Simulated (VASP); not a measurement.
Data:

```xyz
4
Lattice="1.2572 -2.1776 0.0000 1.2572 2.1776 0.0000 0.0000 0.0000 8.9403" Properties=species:S:1:pos:R:3 pbc="T T T"
C      0.0000     0.0000     2.2351
C      0.0000     0.0000     6.7052
C      1.2572     0.7259     2.2351
C      1.2572    -0.7259     6.7052
```

The numbers are results of TPSS meta-GGA, VASP's PBE PAW potentials (set 64) (plane waves; VASP 6.6.1), not measurements. Settings: 520 eV cut-off, 10×10×3 Γ-centred mesh, Gaussian smearing of 0.050 eV, potentials C.

Without a dispersion term in the relaxation, distances and binding between the weakly bound layers, chains or molecules are unreliable, and so is what depends on them.

Problem. The ions and cell shape at fixed volume are relaxed. What does this cell relax into?

Solution. 
```xyz
4
Lattice="1.2327 -2.1351 0.0000 1.2327 2.1351 0.0000 0.0000 0.0000 9.2995" Properties=species:S:1:pos:R:3 pbc="T T T"
C      0.0000     0.0000     2.3249
C      0.0000     0.0000     6.9746
C      1.2327     0.7117     2.3249
C      1.2327    -0.7117     6.9746
```
Space group P6_3/mmc (194), at a tolerance of 0.03 Å.

Problem. How much energy does the relaxation gain?

Solution. The energy (σ→0) changes by -25.8 meV/atom, in 3 ionic steps.

The compound is C in the graphite structure. This cell is one point of a volume scan, at 1.06 of the reference volume. Symmetry was kept, so distortions that lower it aren't found.
